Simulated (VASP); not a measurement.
Computed with PBE GGA, VASP's PBE PAW potentials (set 64) (plane waves; VASP 6.6.1).

Input for VASP

### INCAR
```
SYSTEM=NaF
PREC=Accurate; ENCUT=620; LREAL=.FALSE.
LASPH=.TRUE.
EDIFF=1E-6; NELM=100; ALGO=Normal
ISMEAR=0; SIGMA=0.05
GGA=PE
IBRION=2; NSW=40; ISIF=3
EDIFFG=-0.02; PSTRESS=100
LWAVE=.FALSE.; LCHARG=.FALSE.
```

File KPOINTS:
```
Automatic mesh
0
Gamma
10 10 10
0 0 0
```

File POSCAR:
```
NaF
1
    0.0000000000     2.2291117024     2.2291117024
    2.2291117024     0.0000000000     2.2291117024
    2.2291117024     2.2291117024     0.0000000000
Na F
1 1
Direct
  0.0000000000   0.0000000000   0.0000000000
  0.5000000000   0.5000000000   0.5000000000
```

POTCAR, in this order: Na_pv F (PBE.64 set). Program: vasp_std.

Output of the run:

OSZICAR:
```
       N       E                     dE             d eps       ncg     rms          rms(c)
DAV:   1     0.123777655030E+03    0.12378E+03   -0.89845E+03  1045   0.183E+03
DAV:   2    -0.250283776576E+01   -0.12628E+03   -0.11760E+03  1093   0.402E+02
DAV:   3    -0.928169786927E+01   -0.67789E+01   -0.67585E+01  1166   0.939E+01
DAV:   4    -0.935002457380E+01   -0.68327E-01   -0.68319E-01  1160   0.994E+00
DAV:   5    -0.935072054981E+01   -0.69598E-03   -0.69597E-03  1172   0.104E+00    0.545E+00
DAV:   6    -0.847010636643E+01    0.88061E+00   -0.36151E+00  1310   0.201E+01    0.176E+00
DAV:   7    -0.846060437029E+01    0.95020E-02   -0.28324E-02  1052   0.261E+00    0.104E+00
DAV:   8    -0.846136508422E+01   -0.76071E-03   -0.24596E-02  1040   0.371E+00    0.110E-01
DAV:   9    -0.846202562548E+01   -0.66054E-03   -0.31241E-03  1208   0.678E-01    0.654E-02
DAV:  10    -0.846199710715E+01    0.28518E-04   -0.37550E-04  1061   0.314E-01    0.103E-02
DAV:  11    -0.846199598186E+01    0.11253E-05   -0.11078E-05  1151   0.411E-02    0.179E-03
DAV:  12    -0.846199586941E+01    0.11245E-06   -0.10117E-06  1055   0.123E-02
   1 F= -.70793374E+01 E0= -.70793374E+01  d E =-.707934E+01
```

File OUTCAR:
```
------------------------ aborting loop because EDIFF is reached ----------------------------------------
  FORCE on cell =-STRESS in cart. coord.  units (eV):
  Direction    XX          YY          ZZ          XY          YZ          ZX
  --------------------------------------------------------------------------------------
  Total        1.3916611      1.3916611      1.3916611      0.0000000      0.0000000      0.0000000
  in kB      100.6511140    100.6511140    100.6511140      0.0000000      0.0000000      0.0000000
  external PRESSURE =       0.6511140 kB  Pullay stress =     100.0000000 kB
  volume of cell :       22.15
      direct lattice vectors                 reciprocal lattice vectors
     0.000000000  2.229111702  2.229111702    -0.224304596  0.224304596  0.224304596
     2.229111702  0.000000000  2.229111702     0.224304596 -0.224304596  0.224304596
     2.229111702  2.229111702  0.000000000     0.224304596  0.224304596 -0.224304596
  FREE ENERGIE OF THE ION-ELECTRON SYSTEM (eV)
  ---------------------------------------------------
  free  energy   TOTEN  =        -8.4619958694 eV

  energy  without entropy=       -8.4619958694  energy(sigma->0) =       -8.46199587
  enthalpy is  TOTEN    =        -7.0793374301 eV   P V=        1.3826584393

 reached required accuracy - stopping structural energy minimisation
```
(Selected blocks of OUTCAR.)

OUTCAR:
```
 val. band max:       -1.5326711374   @ k =   0.0000   0.0000   0.0000

 cond. band min:       5.4442656099   @ k =   0.0000   0.0000   0.0000


 Fermi energy:        -1.3226904582

 k-point     1 :       0.0000    0.0000    0.0000
  band No.  band energies     occupation
      1     -20.9230      2.00000
      2     -20.1488      2.00000
      3     -20.1488      2.00000
      4     -20.1488      2.00000
      5      -1.5327      2.00000
      6      -1.5327      2.00000
      7      -1.5327      2.00000
      8       5.4443      0.00000
      9      18.2779      0.00000
     10      18.2779      0.00000
     11      18.2779      0.00000

 k-point     2 :       0.1000    0.0000    0.0000
  band No.  band energies     occupation
      1     -21.0184      2.00000
      2     -20.1504      2.00000
      3     -20.1504      2.00000
      4     -20.0358      2.00000
      5      -1.7609      2.00000
      6      -1.5644      2.00000
      7      -1.5644      2.00000
      8       5.8315      0.00000
      9      16.9547      0.00000
     10      18.4669      0.00000
     11      18.4669      0.00000

 k-point     3 :       0.2000    0.0000    0.0000
  band No.  band energies     occupation
      1     -21.1986      2.00000
      2     -20.1544      2.00000
      3     -20.1544      2.00000
      4     -19.8087      2.00000
      5      -2.2870      2.00000
      6      -1.6461      2.00000
      7      -1.6461      2.00000
      8       6.8194      0.00000
      9      15.1679      0.00000
     10      18.9576      0.00000
     11      18.9576      0.00000

 k-point     4 :       0.3000    0.0000    0.0000
  band No.  band energies     occupation
      1     -21.3605      2.00000
      2     -20.1594      2.00000
      3     -20.1594      2.00000
      4     -19.5877      2.00000
      5      -2.8435      2.00000
      6      -1.7449      2.00000
      7      -1.7449      2.00000
      8       8.0858      0.00000
      9      13.7014      0.00000
...
```

The compound is NaF in the rock salt structure. It was relaxed first under an external pressure of 10 GPa.
